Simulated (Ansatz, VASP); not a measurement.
**HfF: VASP beside Ansatz**

```
Hf F
1.0
     0.00000    2.55376    2.55376
     2.55376    0.00000    2.55376
     2.55376    2.55376    0.00000
Hf F
1 1
Direct
  0.00000 0.00000 0.00000
  0.75000 0.75000 0.75000
```

Alike in both runs: functional PBE; k mesh 18 × 18 × 18; occupations gaussian, width 0.1 eV; no spin polarisation.

Ansatz relaxed the structure, and its values are those at the end. VASP's run is a single point on that final structure, the one shown.

|  | VASP | Ansatz |
| --- | --- | --- |
| version | VASP 6.6.1 | Ansatz 0.2.0 |
| potentials or method | VASP PAW PBE potentials, release 64 (Hf_pv, F) | scalar-relativistic, plane waves, PAW |
| plane-wave cutoff (eV) | 520 | 420 |
| valence electrons in the cell | 17 | 33 |

Ansatz gave:

- gap on the k mesh at the Fermi level (eV): none
- pressure (GPa): 0.0

Estimate VASP's values.

gap on the k mesh at the Fermi level (eV): none; pressure (GPa): -1.9.

A gap of «none» marks a metal or a gap that the smearing closes. The two sets of potentials don't hold the same shells in valence.

Caveats: an odd number of electrons without spin polarisation forces a metal; a magnetic or distorted state may lie lower. The runs have no spin-orbit coupling, so splittings on Hf are missing.
